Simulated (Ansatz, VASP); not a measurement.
# HoBi: VASP beside Ansatz

One calculation is typed for both programs; each brings its own data sets and cutoff. How far apart do they land? The cell comes out of the VASP series on this material, whose earlier steps may have relaxed, scaled or displaced it; both programs get it as it stands.

Calculated with Ansatz 0.2.0; plane waves, with VASP 6.6.1 beside it; band structure at r2SCAN with rVV10, DFT+U and single point at r2SCAN with rVV10, DFT+U.

In doubt: a part-filled 4f shell, where there is one, can sit in one of many states, so energies may not be the lowest and differences between runs may mislead; derivatives with an open 4f shell can jump between states, which bears on forces and vibrations.

### Step 1. The starting structure

The structure is cubic, space group Fm-3m (No. 225). Conventional cell: a = 6.258 Å, b = 6.258 Å, c = 6.258 Å, α = 90.00°, β = 90.00°, γ = 90.00°. Nearest to Ho lie 6 Bi at 3.13 Å. Nearest to Bi lie 6 Ho at 3.13 Å. Farther neighbours are not listed.

### Step 2. Ansatz: band structure, r2SCAN with rVV10, DFT+U

Ansatz runs on its default PAW (the set named soft_2) files.

The same path points are solved in both programs, so levels can be compared one by one.

input.yaml

```yaml
crystal:
  lattice:
    - [0.0, 3.1290092822, 3.1290092822]
    - [3.1290092822, 0.0, 3.1290092822]
    - [3.1290092822, 3.1290092822, 0.0]
  atoms:
    - { symbol: Ho, position: [0.0, 0.0, 0.0], spin: 3.98 }
    - { symbol: Bi, position: [0.5, 0.5, 0.5], spin: -0.037 }
hamiltonian:
  xc: r2scan
  pseudopotentials: { kind: paw }
  dispersion: rvv10
  hubbard: { sites: [{ species: Ho, l: f, u_eff: 7.0 }] }
magnetization:
  spin_polarized: true
kpoints:
  mp_grid: { grid: [5, 5, 5] }
  band_path:
    path:
      - [0.0, 0.0, 0.0]
      - [0.16667, 0.0, 0.16667]
      - [0.33333, 0.0, 0.33333]
      - [0.5, 0.0, 0.5]
      - [0.5, 0.08333, 0.58333]
      - [0.5, 0.18333, 0.68333]
      - [0.5, 0.25, 0.75]
      - [0.45, 0.3, 0.75]
      - [0.40833, 0.34167, 0.75]
      - [0.35, 0.35, 0.7]
      - [0.225, 0.225, 0.45]
      - [0.075, 0.075, 0.15]
      - [0.03333, 0.03333, 0.03333]
      - [0.23333, 0.23333, 0.23333]
      - [0.4, 0.4, 0.4]
      - [0.51667, 0.46667, 0.51667]
      - [0.55833, 0.38333, 0.55833]
      - [0.60833, 0.28333, 0.60833]
      - [0.60833, 0.25, 0.64167]
      - [0.55833, 0.25, 0.69167]
      - [0.51667, 0.25, 0.73333]
      - [0.5, 0.3, 0.7]
      - [0.5, 0.38333, 0.61667]
      - [0.5, 0.48333, 0.51667]
      - [0.475, 0.475, 0.55]
      - [0.425, 0.425, 0.65]
      - [0.38333, 0.38333, 0.73333]
      - [0.59167, 0.18333, 0.59167]
      - [0.55, 0.1, 0.55]
      - [0.5, 0.0, 0.5]
    npoints: 1
scf:
  occupations: { method: methfessel_paxton, width: 0.2 }
  n_extra_bands: 11
output:
  forces: true
  stress: true
  eigenvalues: true
  write_density: true
  write_potential: true
  elf: true
  volumetric_format: npy
```

On the command line:

```sh
ansatz run input.yaml --threads 2 --pin off --max-ram 4608MiB --backend cpu --events-out ev --progress --plain --runs-dir out
```

Numbers of over 12 decimals in the logs are rounded to 6 here.

Output:

```text
Ho: projections on atomic orbitals take those of the free atom [Kr 4d10] 4f11 5s2 5p6 5d0 6s2, of charge +0.00 (hamiltonian.pseudopotentials.projection_atoms); the dataset's partial waves leave at most 4.5e-4 of an orbital's norm unspanned inside its sphere
Bi: projections on atomic orbitals take those of the free atom [Xe 4f14] 5d10 6s2 6p3, of charge +0.00 (hamiltonian.pseudopotentials.projection_atoms); the dataset's partial waves leave at most 4.7e-5 of an orbital's norm unspanned inside its sphere
scf.n_extra_bands = 11 over 18 filled bands (N_el = 36.0): the run solves 29 bands
Engine: ansatz 0.2.0, x86_64-unknown-linux-gnu
Pseudopotentials: kind: paw
Pseudopotential: Ho, paw, valence charge 21, recommended cutoff 500 eV (meta_gga), Ho.paw.azcp
Pseudopotential: Bi, paw, valence charge 15, recommended cutoff 500 eV (meta_gga), Bi.paw.azcp
Functional definition: r2SCAN+rVV10
  parameter k0 = 0.174
  parameter k1 = 0.065
  parameter a1 = 4.9479
  exchange = r2scan_x(k0 = k0, k1 = k1, a1 = a1)
  correlation = r2scan_c + rvv10(11.95, 0.0093)
Crystal: 2 atoms, lattice volume = 61.270 Å³
Basis set: ecut = 500 eV, 1471 PW (Γ), exchange–correlation on 160×160×160 points (64 copies of the dense FFT grid, shifted against one another)
Bands: 29, of which v1, the nominal top of the filled ones, is band 18 counted from 1 (17 counted from 0)
Symmetry: 48 space group operations
Space group: Fm-3m (ITA 225), of the structure as read, at distance tolerance 3.9e-5 Å
Magnetic group: BNS 225.116 (UNI 1618), of the structure as read, at distance tolerance 3.9e-5 Å
k-points: 10 of 125
Non-local potential: Ho, projectors of the file, l = 0: 3, l = 1: 2, l = 2: 2, l = 3: 3
Non-local potential: Bi, projectors of the file, l = 0: 2, l = 1: 2, l = 2: 2, l = 3: 2
PAW form: soft (Blöchl's): semilocal exchange-correlation on the pseudo side does not see the compensation charge
rVV10 density: all electrons in the spheres
PAW frozen core: Ho, regenerated for the run's functional (the file was generated under x = pbe(κ = 0.804, μ = 0.219515), c = pbe(β = 0.066725))
PAW frozen core: Bi, regenerated for the run's functional (the file was generated under x = pbe(κ = 0.804, μ = 0.219515), c = pbe(β = 0.066725))
PAW one-centre angular grid: Ho, 2702 points (default); XC on 160 Gauss nodes
PAW one-centre angular grid: Bi, 590 points (default); XC on 160 Gauss nodes
Initial density: superposition of atomic densities (chi_scale 0.1, normalization cell, long waves kept (reshape's long-wave potential 0.00 eV rms))
Starting moments: Σ|m| = 4.017 μB on 2 of 2 sites
Initial wavefunctions: pseudopotential atomic-orbital guess
Functional: x = r2scan, c = r2scan + rvv10(b = 11.95, C = 0.0093); τ floored in thin density (d = 2e-4 eV/Å³)
SCF iter   1: F=—  HF=-23731.599730 eV  |F-HF|=—  |Δ(HF+E_count)|=         —  Δρ=2.95e-1 (↑8.83e-2 ↓2.95e-1)  dr2=8.59e1  dr2_τ=1.42e-1  dr2_m=7.06e0  M=1.052 μB ∫|m|=1.052 μB  β_m=0.30  ethr=3.10e-3  ⟨swp⟩=5.8  Hψ=2447  notcnv=0
preconditioner: auto → Kerker (q_TF=auto, 2.497 Å⁻¹)  [metal: Δε(μ)=0.029 eV  Ē_g=18.116 eV  σ=0.200 eV  W_gap=0.12  n_scr=14 (ndim 8)  ℏωp=27.7 eV  f_vac=0.000  D(μ)=14.54/eV (n_scr^D=282)]
spin=Collinear: Kerker preconditioning applied to the charge; magnetization (m = ρ↑ − ρ↓) channel mixes plain (no charge-response kernel on spin).
SCF iter   2: F=—  HF=-23754.701624 eV  |F-HF|=—  |Δ(HF+E_count)|=    2.31e1  S|Δr|=    0.00e0  Δρ=5.82e-1 (↑5.01e-2 ↓5.82e-1)  dr2=1.74e2  dr2_τ=1.70e-1  dr2_m=4.49e1  M=7.398 μB ∫|m|=7.446 μB  β_m=0.30  ethr=3.10e-3  ⟨swp⟩=5.6  Hψ=1925  notcnv=0  defer=64  κ⁻¹=1.0e0(r=1)
preconditioner: auto → none  [insulator: Δε(μ)=0.133 eV  Ē_g=17.898 eV  σ=0.200 eV  W_gap=0.51  n_scr=14 (ndim 8)  ℏωp=27.7 eV  f_vac=0.000  D(μ)=2.70/eV (n_scr^D=14)  ε∞_Penn≈3.4]
SCF iter   3: F=—  HF=-23730.038474 eV  |F-HF|=—  |Δ(HF+E_count)|=    2.47e1  S|Δr|=    0.00e0  Δρ=1.89e-1 (↑1.62e-2 ↓1.89e-1)  dr2=1.64e1  dr2_τ=1.71e0  dr2_m=5.51e0  M=4.824 μB ∫|m|=4.938 μB  β_m=0.30  ethr=3.10e-3  ⟨swp⟩=5.2  Hψ=1873  notcnv=0  defer=67  κ⁻¹=2.6e-3(r=2)
SCF iter   4: F=—  HF=-23730.471028 eV  |F-HF|=—  |Δ(HF+E_count)|=   4.33e-1  S|Δr|=    0.00e0  Δρ=7.05e-2 (↑1.41e-2 ↓7.05e-2)  dr2=2.78e0  dr2_τ=1.10e-1  dr2_m=6.37e-1  M=4.087 μB ∫|m|=4.239 μB  β_m=0.30  ethr=3.10e-3  ⟨swp⟩=3.7  Hψ=1282  notcnv=0  defer=56  κ⁻¹=4.6e-5(r=3)
SCF iter   5: F=—  HF=-23733.002120 eV  |F-HF|=—  |Δ(HF+E_count)|=    2.53e0  S|Δr|=    0.00e0  Δρ=5.68e-2 (↑1.62e-2 ↓5.68e-2)  dr2=2.18e0  dr2_τ=1.50e-2  dr2_m=3.04e-1  M=4.047 μB ∫|m|=4.205 μB  β_m=1.20  ethr=3.10e-3  ⟨swp⟩=1.4  Hψ=721  notcnv=0  defer=60
Mixer restart at iter 5: flushing history
spin-set hold released at iteration 5 (site moments contracting): the magnetisation degrees of freedom join the quasi-Newton model from the next iteration; the mixer history was flushed
SCF iter   6: F=—  HF=-23734.818041 eV  |F-HF|=—  |Δ(HF+E_count)|=    1.82e0  S|Δr|=    0.00e0  Δρ=4.66e-2 (↑1.70e-2 ↓4.66e-2)  dr2=9.89e-1  dr2_τ=7.57e-3  dr2_m=4.55e-1  M=3.631 μB ∫|m|=3.689 μB  β_m=1.20  ethr=3.10e-3  ⟨swp⟩=3.6  Hψ=1271  notcnv=0  defer=59  κ⁻¹=1.0e0(r=1)
[...]
SCF iter   5: F=-23738.904203 eV  HF=-23738.904203 eV  |F-HF|=2.56e-8  |Δ(HF+E_count)|=   3.55e-7  S|Δr|=    0.00e0  Δρ=5.67e-6 (↑5.67e-6 ↓4.44e-6)  dr2=3.74e-8  dr2_τ=2.77e-10  dr2_m=1.37e-9  M=4.046 μB ∫|m|=4.171 μB  ethr=2.78e-10  ⟨swp⟩=8.7  Hψ=8459  notcnv=0
SCF 6 converged in 5 iterations: F = -23738.904203 eV  dr2 = 3.74e-8
rVV10 density: all electrons in the spheres
iter 1 solved again at ethr=2.00e-11 eV; its pass at ethr=3.10e-3 eV (dr2=7.18e-9 eV) is discarded
SCF iter   1: F=-23738.908455 eV  HF=-23738.908455 eV  |F-HF|=5.20e-9  |Δ(HF+E_count)|=         —  Δρ=1.83e-6 (↑1.83e-6 ↓1.37e-6)  dr2=1.64e-9  dr2_τ=1.54e-9  dr2_m=5.44e-10  M=4.031 μB ∫|m|=4.156 μB  β_m=1.20  ethr=2.00e-11  ⟨swp⟩=4.0  Hψ=6499  notcnv=0
preconditioner: auto → none  [insulator: Δε(μ)=0.289 eV  Ē_g=20.010 eV  σ=0.100 eV  W_gap=0.59  n_scr=14 (ndim 8)  ℏωp=27.7 eV  f_vac=0.000  D(μ)=0.23/eV (n_scr^D=0)  ε∞_Penn≈2.9]
SCF iter   2: F=-23738.908455 eV  HF=-23738.908455 eV  |F-HF|=9.46e-11  |Δ(HF+E_count)|=  6.77e-10  Δρ=7.15e-7 (↑6.63e-7 ↓7.15e-7)  dr2=3.03e-10  dr2_τ=2.50e-11  dr2_m=8.64e-12  M=4.031 μB ∫|m|=4.156 μB  ethr=4.56e-12  ⟨swp⟩=3.5  Hψ=2689  notcnv=0
SCF 7 converged in 2 iterations: F = -23738.908455 eV  dr2 = 3.03e-10
Symmetry: 4 space group operations
k-points: 39 of 125
rVV10 density: all electrons in the spheres
iter 1 solved again at ethr=1.00e-12 eV; its pass at ethr=2.78e-6 eV (dr2=3.02e-10 eV) is discarded
SCF iter   1: F=-23738.908455 eV  HF=-23738.908455 eV  |F-HF|=9.82e-11  |Δ(HF+E_count)|=         —  Δρ=7.13e-7 (↑6.62e-7 ↓7.13e-7)  dr2=3.03e-10  dr2_τ=2.49e-11  dr2_m=8.60e-12  M=4.031 μB ∫|m|=4.156 μB  ethr=1.00e-12  ⟨swp⟩=1.9  Hψ=11744  notcnv=0
SCF iter   2: F=-23738.908454 eV  HF=-23738.908454 eV  |F-HF|=1.63e-7  |Δ(HF+E_count)|=   3.74e-7  Δρ=3.24e-6 (↑1.83e-6 ↓3.24e-6)  dr2=1.38e-9  dr2_τ=9.96e-10  dr2_m=2.43e-9  M=4.031 μB ∫|m|=4.156 μB  ethr=2.78e-10  ⟨swp⟩=4.2  Hψ=10786  notcnv=0
an SCF along what the orbitals of the run's state read of its open shells (or to have them read: on a GPU, or by another smearing), with 44 of the crystal's symmetry operations given up (39 k-points in place of 10), reached no lower state that the run goes on to. This is no proof of a minimum
Symmetry: 6 space group operations
k-points: 23 of 125
rVV10 density: all electrons in the spheres
iter 1 solved again at ethr=1.00e-12 eV; its pass at ethr=2.78e-6 eV (dr2=3.02e-10 eV) is discarded
SCF iter   1: F=-23738.908455 eV  HF=-23738.908455 eV  |F-HF|=1.06e-10  |Δ(HF+E_count)|=         —  Δρ=7.13e-7 (↑6.62e-7 ↓7.13e-7)  dr2=3.03e-10  dr2_τ=2.49e-11  dr2_m=8.60e-12  M=4.031 μB ∫|m|=4.156 μB  ethr=1.00e-12  ⟨swp⟩=1.9  Hψ=6922  notcnv=0
SCF iter   2: F=-23738.908455 eV  HF=-23738.908454 eV  |F-HF|=2.61e-7  |Δ(HF+E_count)|=   3.42e-7  Δρ=3.73e-6 (↑1.44e-6 ↓3.73e-6)  dr2=1.63e-9  dr2_τ=1.58e-9  dr2_m=2.50e-9  M=4.031 μB ∫|m|=4.156 μB  ethr=2.78e-10  ⟨swp⟩=4.0  Hψ=6364  notcnv=0
an SCF along what the orbitals of the run's state read of its open shells (or to have them read: on a GPU, or by another smearing), with 42 of the crystal's symmetry operations given up (23 k-points in place of 10), reached no lower state that the run goes on to. This is no proof of a minimum
this state was not tested for a lower state beside it, because cold or Methfessel-Paxton smearing, or corrected tetrahedra, fill the levels in a way that the test cannot read (fill_not_monotonic; see scf.lower_state_search)
NSCF: frozen V_eff on 30 k-points
SCF converged after 5 iterations
Magnetization: 4.0464 μB (20.0232 up, 15.9768 down)
Absolute magnetization: 4.1640 μB (∫|ρ↑−ρ↓|, with the PAW one-centre terms)
Spin contamination: 0.0067 ħ² per cell (⟨S²⟩ above its minimum at these occupations)
Per-site moments (μB) at R_I (Å): [(4.063511, 1.290716), (-0.045903, 1.290716)]
Free energy (F): -23738.904203 eV
Harris-Foulkes:  -23738.904203 eV  (|F-HF|=2.56e-8)
Internal energy: -23738.906438 eV  (E = F + TS)
E sigma→0 (E₀):  -23738.904762 eV
Entropy (-TS):   0.002235 eV (1.117 meV/atom)
Fermi energy:    12.034452 eV
Step filling:    the computed levels leave a gap of 0.3070 eV = 1.5 smearing widths at the electron count; against every level under it full and every level over it empty, smearing changes F+E_penalty+E_count by +1.242 meV and its σ→0 estimate by +0.683 meV
--- Per-component energies (eV) ---
  E_band       = -171.253990
  E_kinetic    = 681.310556
  E_local      = -5397.265932  (includes V_loc(G=0)·N_el)
  E_nonlocal   = 1154.245256
  E_hartree    = 2144.243495
  E_xc         = -326.448271
  E_vxc        = -410.220206  (∫ρ·V_xc dr)
  E_hubbard    = 0.162742  (on-site DFT+U / exact-exchange correction)
  E_vhub       = -34.592513  (the Hubbard potential's part of the band-sum identity)
  E_paw        = -17693.682606  (= ΣΔE_a)
  E_vpaw       = -478.131408  (= ΣTr[D̂ρ^β])
  E_aug_tail   = -0.000139  (compensation charges beyond the density's cutoff)
  E_vtau       = 24.915101  (kinetic-family band-sum trace: ∫τ·v_τ [+ j·A + Jᵃ·Aᵃ] dr)
  E_ewald      = -4302.910856
  E_core_change = 1.439318  (= ΣΔE_core)
  E_smearing   = 0.002235  (= −TS)
  E_closure    = -0.000000  (closes the sum)
  Σ components = -23738.904203   (vs F -23738.904203, Δ=0.00e0)
--- Forces (eV/Å), atoms counted from 1 ---
  atom   1  Ho    -0.00000000     0.00000000     0.00000000
  atom   2  Bi     0.00000000    -0.00000000    -0.00000000
  max |Σ_I F_I| component: 1.16e-28 eV/Å
--- Stress (GPa, compression-positive) ---
       -0.140461       0.004441      -0.004441
        0.004441      -0.140461       0.004441
       -0.004441       0.004441      -0.140461
  P = ⅓ Tr σ = -0.1405 GPa (-1.405 kbar)
--- Band table (eV; the first three rows and the last of 38) ---
  k-point 0 ↑: bands = [... 14 lower, 2.7139, 2.7139, 2.7162, 13.0970, 13.1032, 13.1032, 13.3057, 13.3057, ... 7 higher]
  k-point 1 ↑: bands = [... 14 lower, 2.7202, 2.7219, 2.7310, 10.1799, 11.3912, 11.3935, 13.8022, 13.8120, ... 7 higher]
  k-point 2 ↑: bands = [... 14 lower, 2.7281, 2.7355, 2.8165, 7.8518, 10.3085, 10.3089, 14.5653, 14.7445, ... 7 higher]
  k-point 18 ↓: bands = [... 14 lower, 9.7404, 10.8987, 13.2049, 14.7246, 14.7285, 14.7676, 14.7819, 16.0606, ... 7 higher]
Occupation matrices written to <dir>
```

Run time: 2.9 min. Hardware: 2 threads of Intel Xeon Platinum 8488C (Sapphire Rapids), shared host; peak memory 1 GiB.

[end of part 1 of 3]

[Lines on the potential files, build, host, timing and source positions are cut from VASP's logs without a mark.]

[Logs are printed without paths, hosts, clocks, repeated set-up lines and the standing remarks that a program may print on its own settings, such as how far it seeks lower states.]

[Hosts, paths, dates, database ids (printed as entryN), source tags and the programs' standing remarks are cut or masked in the printed files.]
